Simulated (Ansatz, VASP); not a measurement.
**Ti (Titanium): VASP beside Ansatz**

Aim: how closely do two programs agree when they are given the same cell, functional and k mesh? The cell is taken from a series of runs on this material, whose earlier steps may have relaxed, scaled, displaced or heated it; both programs get it as it stands.

Calculated with Ansatz 0.2.0; plane waves, with VASP 6.6.1 beside it; zone-centre phonons at LDA.

**1. The starting structure**

It takes space group P6_3/mmc (No. 194, hexagonal). The conventional cell has a = 2.978 Å, b = 2.978 Å, c = 4.378 Å, α = 90.00°, β = 90.00°, γ = 120.00°. Nearest to Ti lie 12 Ti at 2.78 to 2.98 Å.

**2. VASP: zone-centre phonons, LDA**

Second derivatives magnify differences that forces hide, and they need a tight electronic threshold.

Lines of VASP's logs that name or quote its potential files are left out, and so is its time.

Input file INCAR:

```
SYSTEM = Ti
PREC = Accurate
ENCUT = 500
EDIFF = 1E-08
NELM = 120
ISMEAR = 1
SIGMA = 0.2
LREAL = .FALSE.
ALGO = Normal
GGA = CA
NBANDS = 18
LASPH = .TRUE.
LORBIT = 11
LWAVE = .FALSE.
LCHARG = .FALSE.
ISIF = 2
IBRION = 8
GGA_COMPAT = .FALSE.
KPAR = 2
```

Input file POSCAR:

```
Ti
1.0
    2.9781242898      0.0000000000      0.0000000000
   -1.4890621449      2.5791312906      0.0000000000
    0.0000000000      0.0000000000      4.3778064015
Ti
2
Direct
    0.3333333333      0.6666666667      0.2500000000
    0.6666666667      0.3333333333      0.7500000000
```

Input file KPOINTS:

```
Automatic mesh
0
Gamma
18 18 12
0 0 0
```

The projector-augmented-wave data sets are Ti_sv (LDA family, release 64).

Run with:

```bash
$ mpirun -np 2 vasp_std
```

Numbers of over 12 decimals in the logs are rounded to 6 here.

The log of the run:

```text
[banner, memory and clock lines left out]
running    2 mpi-ranks, on    1 nodes
 distrk:  each k-point on    1 cores,    2 groups
 distr:  one band on    1 cores,    1 groups

 POSCAR found type information on POSCAR Ti
 POSCAR found :  1 types and       2 ions
 LDA part: xc-table for (Slater(with rela. corr.)+CA(PZ))
 , standard interpolation
 POSCAR, INCAR and KPOINTS ok, starting setup
 FFT: planning ... GRIDC
 FFT: planning ... GRID_SOFT
 FFT: planning ... GRID
 WAVECAR not read
 entering main loop
       N       E                     dE             d eps       ncg     rms          rms(c)
DAV:   1     0.254036640471E+03    0.25404E+03   -0.12999E+04  9332   0.162E+03
DAV:   2     0.102030432404E+02   -0.24383E+03   -0.24078E+03  9536   0.450E+02
DAV:   3    -0.179155276374E+02   -0.28119E+02   -0.27765E+02 17616   0.125E+02
DAV:   4    -0.190410080027E+02   -0.11255E+01   -0.11245E+01 10660   0.263E+01
DAV:   5    -0.190960571812E+02   -0.55049E-01   -0.55038E-01 14588   0.410E+00    0.120E+01
DAV:   6    -0.170431234969E+02    0.20529E+01   -0.77239E+00 11042   0.283E+01    0.304E+00
DAV:   7    -0.170215475665E+02    0.21576E-01   -0.73798E-01 14144   0.615E+00    0.201E+00
DAV:   8    -0.170451967101E+02   -0.23649E-01   -0.22652E-01 10928   0.598E+00    0.746E-01
DAV:   9    -0.170357276112E+02    0.94691E-02   -0.51595E-02 10924   0.250E+00    0.694E-02
DAV:  10    -0.170360915778E+02   -0.36397E-03   -0.26478E-03 13562   0.346E-01    0.978E-02
DAV:  11    -0.170361539328E+02   -0.62355E-04   -0.29166E-04 11272   0.130E-01    0.335E-02
DAV:  12    -0.170361460239E+02    0.79089E-05   -0.30511E-05 12324   0.486E-02    0.114E-02
DAV:  13    -0.170361453156E+02    0.70830E-06   -0.33427E-06 10812   0.173E-02    0.118E-03
DAV:  14    -0.170361453549E+02   -0.39355E-07   -0.34698E-07 13602   0.401E-03    0.123E-03
DAV:  15    -0.170361454347E+02   -0.79784E-07   -0.72731E-08  9956   0.254E-03    0.377E-04
DAV:  16    -0.170361454131E+02    0.21599E-07   -0.92078E-09  6626   0.785E-04    0.116E-04
DAV:  17    -0.170361454137E+02   -0.53524E-09   -0.11333E-09  5346   0.307E-04
   1 F= -.17036145E+02 E0= -.17037306E+02  d E =0.348032E-02
 Linear response reoptimize wavefunctions to high precision
DAV:   1    -0.170361454145E+02   -0.80991E-09   -0.32501E-10  5434   0.141E-04
DAV:   2    -0.170361454145E+02   -0.15461E-10   -0.13060E-10  5252   0.836E-05
 Linear response DOF=           2
 Linear response progress:
  Degree of freedom:   1/  2
       N       E                     dE             d eps       ncg     rms          rms(c)
RMM:   1    -0.573461720276E+00   -0.57346E+00    0.28565E+01 41452   0.137E+02
RMM:   2    -0.551967277017E+00    0.21494E-01   -0.34200E-01 75557   0.475E+00    0.274E-01
RMM:   3    -0.548630214668E+00    0.33371E-02   -0.19195E-02 85265   0.127E+00    0.122E-01
RMM:   4    -0.549134773724E+00   -0.50456E-03   -0.89077E-03 99519   0.566E-01    0.149E-02
RMM:   5    -0.549866919985E+00   -0.73215E-03   -0.14577E-03103957   0.213E-01    0.106E-02
RMM:   6    -0.550631720020E+00   -0.76480E-03   -0.72362E-04102684   0.106E-01    0.555E-03
RMM:   7    -0.550778186062E+00   -0.14647E-03   -0.13215E-04102781   0.488E-02    0.466E-03
RMM:   8    -0.551006606214E+00   -0.22842E-03   -0.42988E-05 97691   0.275E-02    0.101E-03
RMM:   9    -0.551080005967E+00   -0.73400E-04   -0.19313E-05104872   0.148E-02    0.410E-04
RMM:  10    -0.551067104623E+00    0.12901E-04    0.46268E-06105679   0.771E-03    0.193E-04
RMM:  11    -0.551069817004E+00   -0.27124E-05   -0.52603E-06106901   0.452E-03    0.111E-04
RMM:  12    -0.551082199102E+00   -0.12382E-04   -0.12503E-06 99327   0.286E-03    0.220E-04
RMM:  13    -0.551074685012E+00    0.75141E-05   -0.58150E-06101427   0.190E-03    0.531E-05
RMM:  14    -0.551073994507E+00    0.69050E-06   -0.24202E-07106458   0.131E-03    0.553E-05
[...]
RMM:  19    -0.551076297058E+00   -0.47110E-07   -0.14105E-06103899   0.409E-04    0.803E-06
RMM:  20    -0.551076293908E+00    0.31492E-08   -0.59770E-07105971   0.361E-04    0.102E-05
RMM:  21    -0.551076354501E+00   -0.60593E-07   -0.85793E-07 98612   0.328E-04    0.129E-05
RMM:  22    -0.551076347904E+00    0.65968E-08   -0.35807E-07104721   0.301E-04    0.135E-05
RMM:  23    -0.551076349357E+00   -0.14528E-08   -0.67778E-07100495   0.280E-04    0.148E-05
RMM:  24    -0.551076351941E+00   -0.25842E-08   -0.31220E-07 93782   0.264E-04    0.159E-05
RMM:  25    -0.551076353468E+00   -0.15265E-08   -0.48198E-07 89086   0.251E-04    0.169E-05
RMM:  26    -0.551076352435E+00    0.10324E-08   -0.20668E-07 89684   0.240E-04    0.172E-05
 first order change of Fermi-energy   0.60210E-04
 force on displaced ion       1 direction 1 :  -1.402  -0.000   0.000
 Linear response progress:
  Degree of freedom:   2/  2
       N       E                     dE             d eps       ncg     rms          rms(c)
RMM:   1    -0.624422841049E+00   -0.62442E+00    0.34829E+01 14252   0.140E+02
RMM:   2    -0.594077564163E+00    0.30345E-01   -0.33630E-01 26314   0.474E+00    0.280E-01
RMM:   3    -0.592475014707E+00    0.16025E-02   -0.23326E-02 29025   0.127E+00    0.122E-01
RMM:   4    -0.593946846794E+00   -0.14718E-02   -0.96635E-03 33513   0.556E-01    0.299E-02
RMM:   5    -0.594482530905E+00   -0.53568E-03   -0.19265E-03 32348   0.230E-01    0.250E-02
RMM:   6    -0.594927887949E+00   -0.44536E-03   -0.86305E-04 33700   0.127E-01    0.123E-02
RMM:   7    -0.595226565206E+00   -0.29868E-03   -0.13862E-04 34875   0.559E-02    0.844E-03
RMM:   8    -0.595776760580E+00   -0.55020E-03   -0.46005E-05 30996   0.354E-02    0.231E-03
RMM:   9    -0.595802243379E+00   -0.25483E-04   -0.18892E-05 34576   0.180E-02    0.125E-03
RMM:  10    -0.595782581499E+00    0.19662E-04   -0.15896E-05 35060   0.986E-03    0.209E-04
RMM:  11    -0.595780444892E+00    0.21366E-05   -0.18670E-05 35884   0.581E-03    0.183E-04
RMM:  12    -0.595786367668E+00   -0.59228E-05   -0.13918E-05 35167   0.370E-03    0.887E-05
RMM:  13    -0.595789041457E+00   -0.26738E-05   -0.13348E-05 36181   0.248E-03    0.415E-05
RMM:  14    -0.595788201566E+00    0.83989E-06   -0.85100E-06 36037   0.173E-03    0.208E-05
[...]
RMM:  39    -0.595789305455E+00   -0.24432E-08   -0.66972E-07 30290   0.255E-04    0.533E-06
RMM:  40    -0.595789308392E+00   -0.29371E-08   -0.77088E-07 27926   0.250E-04    0.620E-06
RMM:  41    -0.595789310403E+00   -0.20107E-08   -0.54604E-07 24730   0.245E-04    0.670E-06
RMM:  42    -0.595789311631E+00   -0.12288E-08   -0.75529E-07 25064   0.240E-04    0.706E-06
RMM:  43    -0.595789314370E+00   -0.27383E-08   -0.52170E-07 25257   0.236E-04    0.767E-06
RMM:  44    -0.595789315930E+00   -0.15602E-08   -0.46994E-07 24545   0.232E-04    0.807E-06
RMM:  45    -0.595789317137E+00   -0.12072E-08   -0.52503E-07 24614   0.229E-04    0.849E-06
RMM:  46    -0.595789318345E+00   -0.12084E-08   -0.42589E-07 24617   0.225E-04    0.885E-06
 first order change of Fermi-energy  -0.73275E-04
 force on displaced ion       1 direction 3 :   0.000   0.000  -5.129
 Linear response finished
```

From OUTCAR (step 2):

```text
ion  position               nearest neighbor table
   1  0.333  0.667  0.250-   2 2.78   2 2.78   2 2.78   2 2.78   2 2.78   2 2.78
   2  0.667  0.333  0.750-   1 2.78   1 2.78   1 2.78   1 2.78   1 2.78   1 2.78

  LATTYP: Found a hexagonal cell.
 ALAT       =     2.9781242898
 C/A-ratio  =     1.4699878096

 Subroutine GETGRP returns: Found 24 space group operations
 (whereof 12 operations were pure point group operations)

The static configuration has the point symmetry D_3d.
 The point group associated with its full space group is D_6h.

 Found    259 irreducible k-points:

   k-points           NKPTS =    259   k-points in BZ     NKDIM =    259   number of bands    NBANDS=     18

   dimension x,y,z NGX =    24 NGY =   24 NGZ =   32
   dimension x,y,z NGXF=    48 NGYF=   48 NGZF=   64

   ENCUT  =  500.0 eV  36.75 Ry    6.06 a.u.   5.43  5.43  7.98*2*pi/ulx,y,z

   NELECT =      24.0000    total number of electrons

 k-points in reciprocal lattice and weights: Automatic mesh
   0.00000000  0.00000000  0.00000000       0.000
   0.05555556 -0.00000000  0.00000000       0.002
   0.11111111 -0.00000000  0.00000000       0.002
   0.16666667  0.00000000  0.00000000       0.002
   0.22222222  0.00000000  0.00000000       0.002
   0.27777778  0.00000000  0.00000000       0.002
   0.33333333  0.00000000  0.00000000       0.002
   0.38888889  0.00000000  0.00000000       0.002
   0.44444444  0.00000000  0.00000000       0.002
[...]
0.33333333  0.27777778  0.50000000       0.003
   0.33333333  0.33333333  0.50000000       0.001

 average (electrostatic) potential at core
       1 -72.1886       2 -72.1886

  Total       -1.5397033     -1.5397033     -0.0348864      0.0000000      0.0000000      0.0000000
  in kB      -73.3626159    -73.3626159     -1.6622420      0.0000000      0.0000000      0.0000000
  external PRESSURE =     -49.4624912 kB  Pullay stress =       0.0000000 kB

  energy-cutoff  :      500.00
  volume of cell :       33.63
      direct lattice vectors                 reciprocal lattice vectors
     2.978124290  0.000000000  0.000000000     0.335781822  0.193863725  0.000000000
    -1.489062145  2.579131291  0.000000000     0.000000000  0.387727451  0.000000000
     0.000000000  0.000000000  4.377806401     0.000000000  0.000000000  0.228424902

 POSITION                                       TOTAL-FORCE (eV/Angst)
 -----------------------------------------------------------------------------------
     -0.00000      1.71942      1.09445         0.000000     -0.000000      0.000000
      1.48906      0.85971      3.28335         0.000000      0.000000      0.000000
 -----------------------------------------------------------------------------------
    total drift:                               -0.000000      0.000000     -0.000000

 Eigenvectors and eigenvalues of the dynamical matrix
 ----------------------------------------------------

   1 f  =    7.235878 THz    45.464362 2PiTHz  241.362910 cm-1    29.925173 meV
             X         Y         Z           dx          dy          dz
     -0.000000  1.719421  1.094452     0.000000   -0.000000    0.707107
      1.489062  0.859710  3.283355     0.000000   -0.000000   -0.707107

   2 f  =    3.783636 THz    23.773288 2PiTHz  126.208521 cm-1    15.647855 meV
             X         Y         Z           dx          dy          dz
     -0.000000  1.719421  1.094452     0.000024   -0.707107   -0.000000
      1.489062  0.859710  3.283355    -0.000024    0.707107   -0.000000

   3 f  =    3.783636 THz    23.773288 2PiTHz  126.208521 cm-1    15.647855 meV
             X         Y         Z           dx          dy          dz
     -0.000000  1.719421  1.094452     0.707107    0.000024   -0.000000
      1.489062  0.859710  3.283355    -0.707107   -0.000024   -0.000000

   4 f  =    0.000000 THz     0.000000 2PiTHz    0.000001 cm-1     0.000000 meV
             X         Y         Z           dx          dy          dz
     -0.000000  1.719421  1.094452    -0.097920   -0.679057    0.171151
      1.489062  0.859710  3.283355    -0.097920   -0.679057    0.171151

   5 f/i=    0.000000 THz     0.000000 2PiTHz    0.000001 cm-1     0.000000 meV
             X         Y         Z           dx          dy          dz
     -0.000000  1.719421  1.094452     0.700292   -0.094501    0.025715
      1.489062  0.859710  3.283355     0.700292   -0.094501    0.025715

   6 f/i=    0.000000 THz     0.000001 2PiTHz    0.000003 cm-1     0.000000 meV
             X         Y         Z           dx          dy          dz
     -0.000000  1.719421  1.094452     0.001821   -0.173063   -0.685599
      1.489062  0.859710  3.283355     0.001821   -0.173063   -0.685599

 ELASTIC MODULI CONTR FROM IONIC RELAXATION (kBar)
 Direction    XX          YY          ZZ          XY          YZ          ZX
 --------------------------------------------------------------------------------
 XX        -346.5156    346.5156     -0.0000     -0.0000     -0.0000      0.0000
 YY         346.5156   -346.5156      0.0000      0.0000      0.0000      0.0000
 ZZ          -0.0000      0.0000     -0.0000     -0.0000     -0.0000      0.0000
 XY          -0.0000      0.0000     -0.0000   -346.5156     -0.0000      0.0000
 YZ          -0.0000      0.0000     -0.0000     -0.0000     -0.0000      0.0000
 ZX           0.0000      0.0000      0.0000      0.0000      0.0000      0.0000
 --------------------------------------------------------------------------------
```

**3. Ansatz: zone-centre phonons, LDA**

Ansatz runs on its PAW soft_1 files.

The same cell, functional (in two slightly different forms), mesh and smearing now go to Ansatz, which takes its cutoff from its data sets.

Input file input.yaml:

```yaml
crystal:
  lattice:
    - [2.9781242898, 0.0, 0.0]
    - [-1.4890621449, 2.5791312906, 0.0]
    - [0.0, 0.0, 4.3778064015]
  atoms:
    - { symbol: Ti, position: [0.3333333333, 0.6666666667, 0.25] }
    - { symbol: Ti, position: [0.6666666667, 0.3333333333, 0.75] }
kpoints:
  mp_grid: { grid: [18, 18, 12] }
hamiltonian:
  xc: lda
  pseudopotentials: { kind: paw, azcp: { folder: soft_1 }, xc_functional: pbe }
scf:
  occupations: { method: methfessel_paxton, width: 0.2 }
output:
  eigenvalues: true
phonons:
  method: dfpt
```

Run with:

```bash
$ ansatz run input.yaml --threads 4 --pin off --max-ram 10240MiB --backend cpu --events-out ev --progress --plain --runs-dir out
```

The log of the run:

```text
zone centre: on kpoints.mp_grid the ground state, and the responses unless they are solved on pairs of k-points, stand on 637 of the mesh's 3888 k-points, reduced under 4 symmetry operations, with k and −k counted as one. Each operation leaves every solved displacement unchanged or reverses it
Engine: ansatz 0.2.0, x86_64-unknown-linux-gnu
Pseudopotentials: kind: paw
Pseudopotential: Ti, paw, valence charge 12, recommended cutoff 420 eV (normal), soft_1/Ti.paw.azcp
Functional definition: SPW92
  exchange = slater_x
  correlation = pw_c
Crystal: 2 atoms, lattice volume = 33.626 Å³
Basis set: ecut = 420 eV, 651 PW (Γ), exchange–correlation on 40×40×60 points (8 copies of the dense FFT grid, shifted against one another)
Bands: 16, of which v1, the nominal top of the filled ones, is band 12 counted from 1 (11 counted from 0)
Symmetry: 24 space group operations
k-points: 637 of 3888 (irreducible under 4 space group operations, time reversal used)
Non-local potential: Ti, projectors of the file, l = 0: 3, l = 1: 2, l = 2: 3, l = 3: 1
PAW form: soft (Blöchl's): semilocal exchange-correlation on the pseudo side does not see the compensation charge
PAW frozen core: Ti, regenerated for the run's functional, and the local potential with it (the file was generated under x = pbe(κ = 0.804, μ = 0.219515), c = pbe(β = 0.066725))
PAW one-centre angular grid: Ti, 590 points (default); XC on 64 Gauss nodes
Initial density: superposition of atomic densities (chi_scale 0.1, normalization cell)
Initial wavefunctions: pseudopotential atomic-orbital guess
Functional: x = slater, c = lda
SCF iter   1: F=—  HF=-4900.976946 eV  |F-HF|=—  |Δ(HF+E_count)|=         —  Δρ=6.05e-2  dr2=1.25e0  ethr=3.10e-3  ⟨swp⟩=4.4  Hψ=89651  notcnv=0
automatic band count: the SCF goes on with 20 bands, as 16 were too few: the levels above may hold too much charge
preconditioner: auto → none  [metal: Δε(μ)=0.012 eV  Ē_g=4.635 eV  σ=0.200 eV  W_gap=0.05  n_scr=8 (ndim 8)  ℏωp=18.1 eV  f_vac=0.000  D(μ)=1.65/eV (n_scr^D=22)  sad-step TF]
SCF iter   2: F=—  HF=-4900.692259 eV  |F-HF|=—  |Δ(HF+E_count)|=   2.85e-1  S|Δr|=    0.00e0  Δρ=3.41e-2  dr2=4.21e-1  ethr=3.10e-3  ⟨swp⟩=2.0  Hψ=21445  notcnv=0  defer=811
SCF iter   3: F=—  HF=-4900.554143 eV  |F-HF|=—  |Δ(HF+E_count)|=   1.38e-1  S|Δr|=    0.00e0  Δρ=1.19e-3  dr2=2.74e-4  ethr=1.75e-3  ⟨swp⟩=2.5  Hψ=20782  notcnv=0  defer=811
SCF iter   4: F=—  HF=-4900.554190 eV  |F-HF|=—  |Δ(HF+E_count)|=   4.63e-5  S|Δr|=    0.00e0  Δρ=1.10e-4  dr2=1.18e-6  ethr=1.14e-6  ⟨swp⟩=2.3  Hψ=22070  notcnv=0  defer=784
SCF iter   5: F=—  HF=-4900.554196 eV  |F-HF|=—  |Δ(HF+E_count)|=   6.18e-6  S|Δr|=    0.00e0  Δρ=5.03e-5  dr2=6.40e-7  ethr=4.92e-9  ⟨swp⟩=2.0  Hψ=20968  notcnv=0  defer=784
SCF iter   6: F=—  HF=-4900.554196 eV  |F-HF|=—  |Δ(HF+E_count)|=   2.10e-7  S|Δr|=    0.00e0  Δρ=3.62e-6  dr2=2.07e-9  ethr=2.67e-9  ⟨swp⟩=3.0  Hψ=22043  notcnv=0  defer=784
SCF iter   7: F=—  HF=-4900.554196 eV  |F-HF|=—  |Δ(HF+E_count)|=  9.34e-10  S|Δr|=    0.00e0  Δρ=9.39e-7  dr2=1.87e-10  ethr=8.62e-12  ⟨swp⟩=2.5  Hψ=19400  notcnv=0  defer=784
SCF iter   8: F=-4900.554196 eV  HF=-4900.554196 eV  |F-HF|=1.82e-12  |Δ(HF+E_count)|=  8.82e-11  S|Δr|=    0.00e0  Δρ=7.18e-8  dr2=1.02e-12  ethr=1.00e-12  ⟨swp⟩=6.9  Hψ=56635  notcnv=0
SCF 1 converged in 8 iterations: F = -4900.554196 eV  dr2 = 1.02e-12
  greatest PAW one-centre occupation: 0.998 electrons in one spin orbital (limit 2), on the Ti atom at site 1 (counted from 0), in its partial waves of l = 0
DFPT response loops at Γ: preconditioner auto → Kerker (q_TF=auto, 2.579 Å⁻¹) (partly filled bands, converged f_vac=0.000); β = 1.00, the filter's whole step (`scf.mixing.beta` (0.50) is not read by the response loops under this deck's `scf.mixing.preconditioner`; to damp them name `kerker` or `kerker_dos`, under which they read `scf.mixing.beta`, and type it under 1.00, their step now; both keys bind the ground state too); Broyden in place of MSR1
SCF converged after 8 iterations
Stability not checked: this state was not tested for a lower state beside it, because cold or Methfessel-Paxton smearing, or corrected tetrahedra, fill the levels in a way that the test cannot read (fill_not_monotonic; see scf.lower_state_search)
Free energy (F): -4900.554196 eV
Harris-Foulkes:  -4900.554196 eV  (|F-HF|=1.82e-12)
Internal energy: -4900.557744 eV  (E = F + TS)
E sigma→0 (E₀):  -4900.555083 eV
Entropy (-TS):   0.003548 eV (1.774 meV/atom)
Fermi energy:    13.502176 eV
--- Per-component energies (eV) ---
  E_band       = -306.472096
  E_kinetic    = 563.402876
  E_local      = -1724.153606  (includes V_loc(G=0)·N_el)
  E_nonlocal   = 129.847983
  E_hartree    = 682.506666
  E_xc         = -230.414239
  E_vxc        = -290.284026  (∫ρ·V_xc dr)
  E_paw        = -1987.994024  (= ΣΔE_a)
  E_vpaw       = -350.298534  (= ΣTr[D̂ρ^β])
  E_aug_tail   = -0.000164  (compensation charges beyond the density's cutoff)
  E_ewald      = -2334.405136
  E_core_change = 0.651901  (= ΣΔE_core)
  E_smearing   = 0.003548  (= −TS)
  E_closure    = 0.000000  (closes the sum)
  Σ components = -4900.554196   (vs F -4900.554196, Δ=0.00e0)
--- Band table (eV; the first three rows and the last of 637) ---
  k-point 0: bands = [... 8 lower, 7.3198, 10.7428, 14.1437, 14.1437, 14.7501, 14.7501, 14.8073, 14.8073, ... 4 higher]
  k-point 1: bands = [... 8 lower, 7.3872, 10.7354, 14.0662, 14.0662, 14.7517, 14.7517, 14.8187, 14.8779, ... 4 higher]
  k-point 2: bands = [... 8 lower, 7.5862, 10.6966, 13.9363, 13.9363, 14.6058, 14.6058, 14.6537, 14.7020, ... 4 higher]
  k-point 636: bands = [... 8 lower, 11.4503, 11.4503, 12.9386, 12.9386, 13.3779, 13.3779, 15.0351, 15.0351, ... 4 higher]
--- Phonons (Γ-DFPT): 2 representative perturbations + reference, on 637 of 3888 k-points (Σ response iterations 6) ---
  k mesh reduced under 4 symmetry operations, with k and −k counted as one. Each operation leaves every solved displacement unchanged or reverses it
  ASR residual: 1.654e-5 → 0.000e0 eV/Å²; symmetrization residual: 2.898e-13 eV/Å²
  ASR residual per site (eV/Å²): 1.65e-5 1.65e-5
  Γ frequencies (cm⁻¹): 0.00 0.00 0.00 125.77 125.77 240.80
  non-analytic LO–TO correction: not included (Born effective charges unavailable; polar crystals: no LO–TO splitting at Γ)
```

**4. Comparison**

Known differences besides the potentials themselves: the two LDA forms differ slightly; the cutoff is 420 eV in Ansatz and 500 eV in VASP; VASP's log shows a relativistic correction to its local exchange, Ansatz's none. Total energies have different zeros and are not compared.

Compared:

```tsv
quantity	Ansatz	VASP	difference
optical mode 1 to 2 (cm⁻¹)	125.8	126.2	-0.35 %
optical mode 3 (cm⁻¹)	240.8	241.4	-0.23 %
```

Modes are paired by rising frequency, not by their patterns, so a pair may set unlike modes beside each other; they are those without the splitting of longitudinal modes.

**5. Outcome**

| Item | Value |
| --- | --- |
| r.m.s. difference of the optical zone-centre modes, each program's sorted by frequency (zone-centre phonons, LDA) | 0.48 cm⁻¹ |

The r.m.s. difference of the optical zone-centre modes, each program's sorted by frequency is 0.48 cm⁻¹ (zone-centre phonons, LDA). How closely two codes agree says nothing of how well the functional describes the real material.

[Lines on the potential files, build, host, timing and source positions are cut from VASP's logs without a mark.]

[Logs are printed without paths, hosts, clocks, repeated set-up lines and the standing remarks that a program may print on its own settings, such as how far it seeks lower states.]

[Hosts, paths, dates, database ids (printed as entryN), source tags and the programs' standing remarks are cut or masked in the printed files.]
